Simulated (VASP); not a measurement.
Method: RPBE GGA, VASP's PBE PAW potentials (set 64) (plane waves; VASP).

VASP input:

POSCAR:
```
MnF2
1.0
  5.0242376734   0.0000000000   0.0000000000
  0.0000000000   5.0242376734   0.0000000000
  0.0000000000   0.0000000000   3.3663421658
Mn F
2 4
Cart
  0.0000000000   0.0000000000   0.0000000000
  2.5121188367   2.5121188367   1.6831710829
  1.5288425163   1.5288425163   0.0000000000
  4.0409613530   0.9832763204   1.6831710829
  0.9832763204   4.0409613530   1.6831710829
  3.4953951571   3.4953951571   0.0000000000
```

**INCAR**
```
SYSTEM = MnF2
PREC = Accurate
ENCUT = 520
EDIFF = 1E-7
NELM = 100
ALGO = Normal
LREAL = .FALSE.
LASPH = .TRUE.
ISMEAR = 0
SIGMA = 0.05
GGA = RP
LMAXMIX = 4
ISPIN = 2
MAGMOM = 4.6 -4.6 -0.0 0.0 0.0 -0.0
LORBIT = 10
LWAVE = .FALSE.
LCHARG = .FALSE.
ISIF = 4
IBRION = 2
NSW = 30
EDIFFG = -0.01
```

File KPOINTS:
```
Automatic
0
Gamma
  5 5 7
```

POTCAR, in this order: Mn_pv F (PBE.64 set). Program: vasp_std.

The resulting files:

### OSZICAR
```
       N       E                     dE             d eps       ncg     rms          rms(c)
DAV:   1     0.696936460063E+03    0.69694E+03   -0.31597E+04  3192   0.187E+03
DAV:   2     0.313232720290E+02   -0.66561E+03   -0.64270E+03  3448   0.535E+02
DAV:   3    -0.400896418129E+02   -0.71413E+02   -0.70787E+02  3512   0.181E+02
DAV:   4    -0.420077311751E+02   -0.19181E+01   -0.19111E+01  3616   0.298E+01
DAV:   5    -0.420400848249E+02   -0.32354E-01   -0.32349E-01  3352   0.437E+00    0.191E+01
DAV:   6    -0.378477056284E+02    0.41924E+01   -0.27773E+01  3704   0.371E+01    0.137E+01
DAV:   7    -0.380275004265E+02   -0.17979E+00   -0.20048E+00  3360   0.102E+01    0.947E+00
DAV:   8    -0.378056849128E+02    0.22182E+00   -0.58501E-01  3280   0.701E+00    0.304E+00
DAV:   9    -0.380615487135E+02   -0.25586E+00   -0.14366E-01  3712   0.406E+00    0.928E-01
DAV:  10    -0.380671411901E+02   -0.55925E-02   -0.25365E-02  3264   0.105E+00    0.155E-01
DAV:  11    -0.380680150470E+02   -0.87386E-03   -0.11509E-03  3616   0.309E-01    0.760E-02
DAV:  12    -0.380685648325E+02   -0.54979E-03   -0.40229E-04  3384   0.143E-01    0.580E-02
DAV:  13    -0.380686516170E+02   -0.86784E-04   -0.93357E-05  3544   0.683E-02    0.149E-02
DAV:  14    -0.380686743401E+02   -0.22723E-04   -0.37218E-05  3512   0.427E-02    0.520E-03
DAV:  15    -0.380686753394E+02   -0.99927E-06   -0.21509E-06  3320   0.103E-02    0.275E-03
DAV:  16    -0.380686764866E+02   -0.11472E-05   -0.12788E-06  3264   0.740E-03    0.109E-03
DAV:  17    -0.380686764268E+02    0.59780E-07   -0.42562E-08  1952   0.164E-03
   1 F= -.38068676E+02 E0= -.38068676E+02  d E =-.380687E+02  mag=     0.0000
```

OUTCAR:
```
------------------------ aborting loop because EDIFF is reached ----------------------------------------
  FORCE on cell =-STRESS in cart. coord.  units (eV):
  Direction    XX          YY          ZZ          XY          YZ          ZX
  --------------------------------------------------------------------------------------
  Total        0.0063146      0.0063146     -0.0236072     -0.0000000      0.0000000      0.0000000
  in kB        0.1190572      0.1190572     -0.4450981     -0.0000000      0.0000000      0.0000000
  external PRESSURE =      -0.0689946 kB  Pullay stress =       0.0000000 kB
  volume of cell :       84.98
      direct lattice vectors                 reciprocal lattice vectors
     5.024237673  0.000000000  0.000000000     0.199035170  0.000000000  0.000000000
     0.000000000  5.024237673  0.000000000     0.000000000  0.199035170  0.000000000
     0.000000000  0.000000000  3.366342166     0.000000000  0.000000000  0.297058335
 POSITION                                       TOTAL-FORCE (eV/Angst)
 -----------------------------------------------------------------------------------
      0.00000      0.00000      0.00000         0.000000      0.000000      0.000000
      2.51212      2.51212      1.68317         0.000000      0.000000      0.000000
      1.52884      1.52884      0.00000        -0.002587     -0.002587      0.000000
      4.04096      0.98328      1.68317        -0.002587      0.002587      0.000000
      0.98328      4.04096      1.68317         0.002587     -0.002587      0.000000
      3.49540      3.49540      0.00000         0.002587      0.002587      0.000000
 -----------------------------------------------------------------------------------
    total drift:                               -0.000000      0.000000     -0.000000
  FREE ENERGIE OF THE ION-ELECTRON SYSTEM (eV)
  ---------------------------------------------------
  free  energy   TOTEN  =       -38.0686764268 eV

  energy  without entropy=      -38.0686764268  energy(sigma->0) =      -38.06867643

 total charge

# of ion       s       p       d       tot
------------------------------------------
    1        0.145   6.119   4.927  11.191
    2        0.145   6.119   4.927  11.191
    3        1.738   4.365   0.000   6.103
    4        1.738   4.365   0.000   6.103
    5        1.738   4.365   0.000   6.103
    6        1.738   4.365   0.000   6.103
--------------------------------------------------
tot          7.241  29.698   9.853  46.793

 magnetization (x)

# of ion       s       p       d       tot
------------------------------------------
    1        0.018   0.016   4.542   4.576
    2       -0.018  -0.016  -4.542  -4.576
    3       -0.002  -0.023   0.000  -0.025
    4        0.002   0.023   0.000   0.025
    5        0.002   0.023   0.000   0.025
    6       -0.002  -0.023   0.000  -0.025
--------------------------------------------------
tot          0.000   0.000   0.000   0.000

 reached required accuracy - stopping structural energy minimisation
```
(Selected blocks of OUTCAR.)

### OUTCAR
```
 val. band max:        1.9370138261   @ k =   0.4000   0.0000   0.0000

 cond. band min:       4.5179003792   @ k =   0.0000   0.0000   0.0000


 Fermi energy:         2.1605337564

 spin component 1

 k-point     1 :       0.0000    0.0000    0.0000
  band No.  band energies     occupation
      1     -47.5006      1.00000
      2     -47.4465      1.00000
      3     -47.4371      1.00000
      4     -42.4923      1.00000
      5     -42.4399      1.00000
      6     -42.4292      1.00000
      7     -21.3907      1.00000
      8     -20.9781      1.00000
      9     -20.9741      1.00000
     10     -20.9248      1.00000
     11      -4.6365      1.00000
     12      -3.7454      1.00000
     13      -3.2582      1.00000
     14      -3.2100      1.00000
     15      -2.8307      1.00000
     16      -2.7811      1.00000
     17      -2.7773      1.00000
     18      -2.7403      1.00000
     19      -1.9840      1.00000
     20      -1.6215      1.00000
     21      -1.6060      1.00000
     22      -1.3298      1.00000
     23       0.4050      1.00000
     24       0.6016      1.00000
     25       0.7587      1.00000
     26       1.5550      1.00000
     27       1.8991      1.00000
     28       4.5179      0.00000
     29       4.8321      0.00000
     30       5.2653      0.00000
     31       5.2777      0.00000
     32       6.0373      0.00000

 k-point     2 :       0.2000    0.0000    0.0000
  band No.  band energies     occupation
      1     -47.5006      1.00000
      2     -47.4465      1.00000
      3     -47.4371      1.00000
      4     -42.4923      1.00000
      5     -42.4399      1.00000
      6     -42.4292      1.00000
      7     -21.3554      1.00000
      8     -21.0347      1.00000
      9     -20.9575      1.00000
     10     -20.9221      1.00000
     11      -4.5093      1.00000
     12      -3.7483      1.00000
     13      -3.2659      1.00000
     14      -3.1475      1.00000
...
```

The compound is MnF2 in the rutile structure. It was relaxed first, which changed the volume by +8 %.
